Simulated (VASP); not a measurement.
# ErPd2 (I4/mmm) in VASP: reference runs

Aim: a first look at ErPd2 with PBE, on the cell as given.

Program: VASP 6.6.1. These are calculated values, not measurements. Logs are shortened: lines on timing, memory, paths and dates and some standing lists are left out, and cuts for length are marked.

## 1. Starting point

Symmetry: I4/mmm, No. 139, tetragonal system. Conventional cell: a = 3.924 Å, b = 3.924 Å, c = 8.178 Å, α = 90.00°, β = 90.00°, γ = 90.00°. Er (site symmetry 4/mmm) is surrounded by 8 Pd at 2.83 Å. Around Pd (site symmetry -4m2) lie 4 Pd at 2.77 Å and 4 Er at 2.83 Å.

The cell comes from a database or a generator and needn't be the stable form of this composition.

## 2. Single point, PBE, collinear spin, ferromagnetic start

INCAR

```
  PREC = Accurate
  ENCUT = 520
  EDIFF = 1E-7
  ISMEAR = -1
  SIGMA = 0.05
  LREAL = F
  LASPH = T
  NELM = 100
  ALGO = Normal
  ISIF = 2
  LWAVE = F
  LCHARG = F
  ISPIN = 2
  MAGMOM = 3 0 0
  LORBIT = 11
  LMAXMIX = 6
  GGA = PE
  NBANDS = 32
```

KPOINTS

```
regular mesh
0
Gamma
  10 10 10
```

POSCAR

```
ErPd2
1.0
   -1.9617642200      1.9617642200      4.0888222700
    1.9617642200     -1.9617642200      4.0888222700
    1.9617642200      1.9617642200     -4.0888222700
Er Pd
1 2
Direct
    0.0000000000      0.0000000000      0.0000000000
    0.2500000000      0.7500000000      0.5000000000
    0.7500000000      0.2500000000      0.5000000000
```

Potentials or basis: VASP PAW PBE potentials, release 64 (Er, Pd).

The run is started by

```console
> cat potpaw_PBE.64/Er/POTCAR potpaw_PBE.64/Pd/POTCAR > POTCAR
> mpirun -np 1 vasp_std > vasp.out
```

OUTCAR:

```text
PREC = Accurate
   ENCUT = 520
   EDIFF = 1E-7
   ISMEAR = -1
   LREAL = F
   LASPH = T
   NELM = 100
   ISIF = 2
   ISPIN = 2
   LORBIT = 11
   GGA = PE

 ion  position               nearest neighbor table
   1  0.000  0.000  0.000-   3 2.83   2 2.83   2 2.83   3 2.83   2 2.83   3 2.83   3 2.83   2 2.83

   2  0.250  0.750  0.500-   3 2.77   3 2.77   3 2.77   3 2.77   1 2.83   1 2.83   1 2.83   1 2.83

   3  0.750  0.250  0.500-   2 2.77   2 2.77   2 2.77   2 2.77   1 2.83   1 2.83   1 2.83   1 2.83

  LATTYP: Found a body centered tetragonal cell.
 ALAT       =     3.9235284400
 C/A-ratio  =     2.0842577453

  Lattice vectors:

 A1 = (  -1.9617642200,   1.9617642200,   4.0888222700)
 A2 = (   1.9617642200,  -1.9617642200,   4.0888222700)
 A3 = (   1.9617642200,   1.9617642200,  -4.0888222700)

Analysis of symmetry for initial positions (statically):
=====================================================================
 Subroutine PRICEL returns:
 Original cell was already a primitive cell.

 Routine SETGRP: Setting up the symmetry group for a
 body centered tetragonal supercell.

 Subroutine GETGRP returns: Found 16 space group operations
 (whereof 16 operations were pure point group operations)
 out of a pool of 16 trial point group operations.

The static configuration has the point symmetry D_4h.

Analysis of symmetry for dynamics (positions and initial velocities):
=====================================================================
 Subroutine PRICEL returns:
 Original cell was already a primitive cell.

 Routine SETGRP: Setting up the symmetry group for a
 body centered tetragonal supercell.

 Subroutine GETGRP returns: Found 16 space group operations
 (whereof 16 operations were pure point group operations)
 out of a pool of 16 trial point group operations.

The dynamic configuration has the point symmetry D_4h.

Analysis of structural, dynamic, and magnetic symmetry:
=====================================================================
 Subroutine PRICEL returns:
 Original cell was already a primitive cell.

 Routine SETGRP: Setting up the symmetry group for a
 body centered tetragonal supercell.

 Subroutine GETGRP returns: Found 16 space group operations
 (whereof 16 operations were pure point group operations)
 out of a pool of 16 trial point group operations.

The overall configuration has the point symmetry D_4h.

 Subroutine INISYM returns: Found 16 space group operations
 (whereof 16 operations are pure point group operations),
 and found     1 'primitive' translations

----------------------------------------------------------------------------------------

                                     Primitive cell

  volume of cell :      62.9436

  direct lattice vectors                    reciprocal lattice vectors
    -1.961764220  1.961764220  4.088822270     0.000000000  0.254872627  0.122284601
     1.961764220 -1.961764220  4.088822270     0.254872627  0.000000000  0.122284601
     1.961764220  1.961764220 -4.088822270     0.254872627  0.254872627  0.000000000

  length of vectors
     4.941204839  4.941204839  4.941204839     0.282689900  0.282689900  0.360444326

  position of ions in fractional coordinates (direct lattice)
     0.000000000  0.000000000  0.000000000
     0.250000000  0.750000000  0.500000000
     0.750000000  0.250000000  0.500000000

  ion indices of the primitive-cell ions
   primitive index   ion index
                 1           1
                 2           2
                 3           3

----------------------------------------------------------------------------------------

 KPOINTS: regular mesh

Automatic generation of k-mesh.
 Grid dimensions read from file:
 generate k-points for:   10   10   10

 Generating k-lattice:

  Cartesian coordinates                     Fractional coordinates (reciprocal lattice)
     0.000000000  0.025487263  0.012228460     0.100000000 -0.000000000  0.000000000
     0.025487263  0.000000000  0.012228460    -0.000000000  0.100000000  0.000000000
     0.025487263  0.025487263  0.000000000     0.000000000  0.000000000  0.100000000

  Length of vectors
     0.028268990  0.028268990  0.036044433

  Shift w.r.t. Gamma in fractional coordinates (k-lattice)
     0.000000000  0.000000000  0.000000000

 Subroutine IBZKPT returns following result:
 ===========================================

 Found    102 irreducible k-points:

 Following reciprocal coordinates:
            Coordinates               Weight
  0.000000  0.000000  0.000000      1.000000
  0.100000  0.000000 -0.000000      8.000000
  0.200000  0.000000 -0.000000      8.000000
  0.300000  0.000000 -0.000000      8.000000
  0.400000  0.000000 -0.000000      8.000000
  0.500000  0.000000 -0.000000      4.000000
[... 16 lines left out ...]
  0.300000  0.300000 -0.000000      8.000000
  0.400000  0.300000 -0.000000     16.000000
 [... further k-points ...]
   k-points           NKPTS =    102   k-points in BZ     NKDIM =    102   number of bands    NBANDS=     32
   number of dos      NEDOS =    301   number of ions     NIONS =      3
   total plane-waves  NPLWV =  64000
   dimension x,y,z NGX =    40 NGY =   40 NGZ =   40
   dimension x,y,z NGXF=    80 NGYF=   80 NGZF=   80
   ions per type =               1   2
   NGX,Y,Z   is equivalent  to a cutoff of  13.46, 13.46, 13.46 a.u.
   NGXF,Y,Z  is equivalent  to a cutoff of  26.92, 26.92, 26.92 a.u.
 SYSTEM =  unknown system
   PREC   = accura    normal or accurate (medium, high low for compatibility)
   ISTART =      0    job   : 0-new  1-cont  2-samecut
   ICHARG =      2    charge: 1-file 2-atom 10-const
   ISPIN  =      2    spin polarized calculation?
   LNONCOLLINEAR =      F non collinear calculations
   LSORBIT =      F    spin-orbit coupling
   LASPH  =      T    aspherical Exc in radial PAW
   ENCUT  =  520.0 eV  38.22 Ry    6.18 a.u.   9.19  9.19  9.19*2*pi/ulx,y,z
   NELM   =    100;   NELMIN=  2; NELMDL= -5     # of ELM steps
   EDIFF  = 0.1E-06   stopping-criterion for ELM
   LREAL  =      F    real-space projection
   EDIFFG = 0.1E-05   stopping-criterion for IOM
   NSW    =      0    number of steps for IOM
   IBRION =     -1    ionic relax: 0-MD 1-quasi-New 2-CG
   NFREE  =      0    steps in history (QN), initial steepest desc. (CG)
   ISIF   =      2    stress and relaxation
   ISYM   =      2    0-nonsym 1-usesym 2-fastsym
   POTIM  = 0.5000    time-step for ionic-motion
   TEBEG  =    0.0;   TEEND  =   0.0 temperature during run
   PSTRESS=    0.0 pullay stress
   NELECT =      42.0000    total number of electrons
   NUPDOWN=      -1.0000    fix difference up-down
   EMIN   =  10.00;   EMAX   =-10.00  energy-range for DOS
   EFERMI =   0.00;   METHOD = LEGACY
   ISMEAR =    -1;   SIGMA  =   0.05  broadening in eV -4-tet -1-fermi 0-gaus
   EFERMI_NEDOS =   21; number of points for ismear=-14 and -15
   IALGO  =     38    algorithm
   IMIX   =      4    mixing-type and parameters
     AMIX     =   0.40;   BMIX     =  1.00
     AMIX_MAG =   1.60;   BMIX_MAG =  1.00
  volume/ion in A,a.u.               =      20.98       141.59
  Fermi-wavevector in a.u.,A,eV,Ry     =   1.430564  2.703374 27.844507  2.046514
  Thomas-Fermi vector in A             =   2.550396
   LORBIT       =     11    0 simple, 1 ext, 2 COOP (PROOUT), +10 PAW based schemes
   GGA     = PE    functional components
   LHFCALC =     F    Hartree Fock is set to
   AEXX    =    0.0000 exact exchange contribution
   IVDW    =     0    specifies the selected vdW correction
   LEPSILON=     F    determine dielectric tensor
   LRPA    =     F    only Hartree local field effects (RPA)
 spin polarized calculation
  energy-cutoff  :      520.00
  volume of cell :       62.94
 maximum number of plane-waves:      1720
 NGX is ok and might be reduce to    40
   NGX = 19   NGY = 19   NGZ = 19

 number of electron      41.9999997 magnetization       2.7163482

 Free energy of the ion-electron system (eV)
  ---------------------------------------------------
  ext. energy  EPLUGINS =         0.00000000
  ---------------------------------------------------
  free energy    TOTEN  =       -17.13842648 eV

  energy without entropy =      -17.08525985  energy(sigma->0) =      -17.11184316

 E-fermi :   5.4945     XC(G=0): -11.2701

 val. band max:        5.4900751480   @ k =  -0.4000   0.5000   0.1000
 cond. band min:       5.5003783589   @ k =   0.3000   0.0000  -0.0000
 fundamental gap:      0.0103032108
 Fermi energy:         5.4945186089

 spin component 1

 k-point     1 :       0.0000    0.0000    0.0000
  band No.  band energies     occupation
      1     -44.0076      1.00000
      2     -18.0413      1.00000
      3     -18.0157      1.00000
      4     -18.0157      1.00000
      5      -0.4265      1.00000
      6       1.2233      1.00000
[... 24 lines left out ...]
     31      16.2932      0.00000
     32      16.8155      0.00000
[... 774 lines left out ...]
      2     -18.1097      1.00000
      3     -18.0765      1.00000
      4     -18.0446      1.00000
      5       1.3789      1.00000
      6       1.6673      1.00000
[... 24 lines left out ...]
     31      15.8458      0.00000
     32      16.7441      0.00000

 [... further k-points ...]

 spin component 2

 k-point     1 :       0.0000    0.0000    0.0000
  band No.  band energies     occupation
      1     -42.8402      1.00000
      2     -17.2133      1.00000
      3     -17.2133      1.00000
      4     -17.2116      1.00000
      5      -0.3698      1.00000
      6       1.2417      1.00000
[... 24 lines left out ...]
     31      16.4553      0.00000
     32      16.9523      0.00000
[... 774 lines left out ...]
      2     -17.3176      1.00000
      3     -17.2806      1.00000
      4     -17.2157      1.00000
      5       1.4139      1.00000
      6       1.7341      1.00000
[... 24 lines left out ...]
     31      16.0649      0.00000
     32      16.9460      0.00000

 [... further k-points ...]
[... 5 lines left out ...]
  --------------------------------------------------------------------------------------
  -------------------------------------------------------------------------------------
  Total        1.3649469      1.3649469      2.8728213      0.0000000      0.0000000      0.0000000
  in kB       34.7435743     34.7435743     73.1252471      0.0000000      0.0000000      0.0000000
  external PRESSURE =      47.5374653 kB  Pullay stress =       0.0000000 kB

 VOLUME and BASIS-vectors are now :
 -----------------------------------------------------------------------------
  energy-cutoff  :      520.00
  volume of cell :       62.94
      direct lattice vectors                 reciprocal lattice vectors
    -1.961764220  1.961764220  4.088822270     0.000000000  0.254872627  0.122284601
     1.961764220 -1.961764220  4.088822270     0.254872627  0.000000000  0.122284601
     1.961764220  1.961764220 -4.088822270     0.254872627  0.254872627  0.000000000

 POSITION                                       TOTAL-FORCE (eV/Angst)
 -----------------------------------------------------------------------------------
      0.00000      0.00000      0.00000         0.000000     -0.000000      0.000000
      1.96176      0.00000      2.04441         0.000000     -0.000000     -0.000000
      0.00000      1.96176      2.04441        -0.000000      0.000000      0.000000
 -----------------------------------------------------------------------------------
    total drift:                               -0.000000     -0.000000     -0.000000

  FREE ENERGIE OF THE ION-ELECTRON SYSTEM (eV)
  ---------------------------------------------------
  free  energy   TOTEN  =       -17.1384264793 eV

  energy  without entropy=      -17.0852598481  energy(sigma->0) =      -17.11184316

 total charge

# of ion       s       p       d       f       tot
--------------------------------------------------
    1        2.123   5.797   0.463  11.267  19.649
    2        0.576   0.314   8.615   0.000   9.506
    3        0.576   0.314   8.615   0.000   9.506
--------------------------------------------------
tot          3.275   6.425  17.693  11.267  38.660

 magnetization (x)

# of ion       s       p       d       f       tot
--------------------------------------------------
    1        0.004  -0.019   0.023   2.593   2.600
    2       -0.001   0.002   0.033   0.000   0.035
    3       -0.001   0.002   0.033   0.000   0.035
--------------------------------------------------
tot          0.003  -0.015   0.090   2.593   2.670
```

Run time: 24 min. Hardware: 1 thread of AMD EPYC 9R45 (Zen 5), shared host; peak memory 0.52 GiB.

What came out:

* Free energy: -17.1384 eV
* Pressure: 4.8 GPa
* Band gap on the k mesh: none (metal or under the smearing width)
* Net moment: 2.72 μB per cell
* Site moments: Er +2.60; Pd +0.04 μB
* Valence electrons inside the program's atomic spheres: Er 19.65; Pd 9.51

Stress tensor (GPa, compression positive):
```
3.47 0.00 0.00
0.00 3.47 0.00
0.00 0.00 7.31
```

Caveat: the magnetic or orbital state may not be the lowest; spin-orbit coupling is left out, which moves the levels of the heavy elements; without U or exact exchange the open f shell lies at the Fermi level, which spoils levels, moments and volumes.
